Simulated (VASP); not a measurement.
Crystal: IrC.

```
CELL_PARAMETERS angstrom
0.00000 2.31043 2.31043
2.31043 0.00000 2.31043
2.31043 2.31043 0.00000
ATOMIC_POSITIONS crystal
Ir 0.00000 0.00000 0.00000
C 0.75000 0.75000 0.75000
```

The cell was built by a generator and needn't be a form met in nature.

Base run:

```yaml
Program: VASP 6.6.1
Functional: r2SCAN
Potentials_or_basis: VASP PAW PBE potentials, release 64 (Ir, C)
Cutoff: 520 eV
k_mesh: 10 × 10 × 10
Occupations: fermi-dirac, width 0.05 eV
Spin: no spin polarisation
Hubbard_terms: Ir d U = 2 eV
```

Its results: band gap on the k mesh none (metal or under the smearing width); pressure -5.6 GPa.

Q: The run is repeated on the same cell with these changes: hubbard terms from Ir d U = 2 eV to Ir d U = 6 eV. What comes out?

A: Band gap on the k mesh none (metal or under the smearing width); pressure -19.2 GPa.

Caveats: the PAW data sets were made with another functional, which shifts forces and pressure a little; U without spin polarisation on a metal has little footing; the U is typed as a test and isn't derived for this compound.
